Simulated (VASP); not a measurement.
Output of a VASP run:

**OSZICAR**
```
       N       E                     dE             d eps       ncg     rms          rms(c)
DAV:   1     0.795927839182E+02    0.79593E+02   -0.88721E+03   762   0.171E+03
DAV:   2    -0.280970505477E+01   -0.82402E+02   -0.80025E+02   852   0.321E+02
DAV:   3    -0.868996610172E+01   -0.58803E+01   -0.58581E+01   919   0.746E+01
DAV:   4    -0.879256629643E+01   -0.10260E+00   -0.10257E+00   874   0.111E+01
DAV:   5    -0.879515374368E+01   -0.25874E-02   -0.25874E-02   941   0.152E+00    0.356E+00
DAV:   6    -0.869757764802E+01    0.97576E-01   -0.87979E-02  1049   0.539E+00    0.209E+00
DAV:   7    -0.865755620257E+01    0.40021E-01   -0.70802E-02   844   0.228E+00    0.306E-01
DAV:   8    -0.865733070517E+01    0.22550E-03   -0.51592E-03   942   0.106E+00    0.104E-01
DAV:   9    -0.865739937732E+01   -0.68672E-04   -0.39259E-04   846   0.182E-01    0.389E-02
DAV:  10    -0.865739280703E+01    0.65703E-05   -0.19049E-05   961   0.388E-02    0.128E-02
DAV:  11    -0.865739593472E+01   -0.31277E-05   -0.43869E-06   829   0.209E-02    0.448E-03
DAV:  12    -0.865739591509E+01    0.19632E-07   -0.17761E-07   703   0.368E-03
   1 F= -.86573959E+01 E0= -.86573959E+01  d E =-.704331E-08
```

### OUTCAR
```
------------------------ aborting loop because EDIFF is reached ----------------------------------------
  FORCE on cell =-STRESS in cart. coord.  units (eV):
  Direction    XX          YY          ZZ          XY          YZ          ZX
  --------------------------------------------------------------------------------------
  Total        0.6036803      0.6036803      0.6036803      0.0000000      0.0000000     -0.0000000
  in kB       17.9620028     17.9620028     17.9620028      0.0000000      0.0000000     -0.0000000
  external PRESSURE =      17.9620028 kB  Pullay stress =       0.0000000 kB
  volume of cell :       53.85
      direct lattice vectors                 reciprocal lattice vectors
     0.000000000  2.997166955  2.997166955    -0.166824207  0.166824207  0.166824207
     2.997166955  0.000000000  2.997166955     0.166824207 -0.166824207  0.166824207
     2.997166955  2.997166955  0.000000000     0.166824207  0.166824207 -0.166824207
  FREE ENERGIE OF THE ION-ELECTRON SYSTEM (eV)
  ---------------------------------------------------
  free  energy   TOTEN  =        -8.6573959151 eV

  energy  without entropy=       -8.6573959080  energy(sigma->0) =       -8.65739591
```
(Selected blocks of OUTCAR.)

POSCAR:
```
GaSb
1
    0.0000000000     2.9971669548     2.9971669548
    2.9971669548     0.0000000000     2.9971669548
    2.9971669548     2.9971669548     0.0000000000
Ga Sb
1 1
Direct
  0.0000000000   0.0000000000   0.0000000000
  0.2500000000   0.2500000000   0.2500000000
```

### Question
Write an INCAR and KPOINTS that could have produced this output.

### Answer
Several could match; the one computed here: the input of the run itself, LDA (Ceperley-Alder, Perdew-Zunger), plane waves, VASP's LDA PAW potentials (set 64).

File KPOINTS:
```
Automatic mesh
0
Gamma
8 8 8
0 0 0
```

**INCAR**
```
SYSTEM = GaSb
PREC = Accurate
ENCUT = 520
EDIFF = 1E-7
NELM = 100
ALGO = Normal
LREAL = .FALSE.
LASPH = .TRUE.
ISMEAR = 0
SIGMA = 0.05
LMAXMIX = 4
LWAVE = .FALSE.
LCHARG = .FALSE.
ISIF = 2
```

POTCAR, in this order: Ga_d Sb (LDA.64 set). Program: vasp_std.

The compound is GaSb in the zinc blende structure. This cell is one point of a volume scan, at 0.97 of the reference volume.
